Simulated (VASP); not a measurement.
A VASP calculation is set up with these files.

INCAR:
```
SYSTEM = Na
PREC = Accurate
ENCUT = 520
EDIFF = 1E-7
NELM = 100
ALGO = Normal
LREAL = .FALSE.
LASPH = .TRUE.
ISMEAR = 1
SIGMA = 0.1
GGA = MK
PARAM1 = 0.1234568
PARAM2 = 0.7114
ZAB_VDW = -1.8867
LUSE_VDW = .TRUE.
AGGAC = 0.0
LWAVE = .FALSE.
LCHARG = .FALSE.
ISIF = 2
```

KPOINTS:
```
K-points
0
G
 12 12 12
```

### POSCAR
```
Na
1.0
 -2.1044219602   2.1044219602   2.1044219602
  2.1044219602  -2.1044219602   2.1044219602
  2.1044219602   2.1044219602  -2.1044219602
Na
1
Direct
  0.0000000000   0.0000000000   0.0000000000
```

POTCAR, in this order: Na_pv (PBE.64 set). Program: vasp_std.

**Question.** Translate this rev-vdW-DF2 calculation to Quantum ESPRESSO's pw.x.

**Answer.** One equivalent input (not run):
```
&CONTROL
  calculation = 'scf'
  pseudo_dir = './pseudo'
  outdir = './out'
  tprnfor = .true.
  tstress = .true.
/
&SYSTEM
  ibrav = 0
  nat = 1
  ntyp = 1
  ecutwfc = 88
  occupations = 'smearing'
  smearing = 'methfessel-paxton'
  degauss = 0.00735
  input_dft = 'vdw-df2-b86r'
/
&ELECTRONS
  conv_thr = 7.3e-09
  electron_maxstep = 100
/
ATOMIC_SPECIES
  Na 22.990 Na.upf
CELL_PARAMETERS angstrom
    -2.1044220    2.1044220    2.1044220
     2.1044220   -2.1044220    2.1044220
     2.1044220    2.1044220   -2.1044220
ATOMIC_POSITIONS crystal
  Na   0.0000000  0.0000000  0.0000000
K_POINTS automatic
  12 12 12 0 0 0
```
Limits of the translation: the potentials are each code's own (VASP's PAW set, PseudoDojo norm-conserving files in pw.x), so ENCUT and ecutwfc are chosen apart and not converted; conv_thr bounds pw.x's estimated SCF error, while EDIFF bounds the energy change between steps.

The compound is Na in the bcc structure. This cell is one point of a volume scan, at 1.03 of the reference volume.
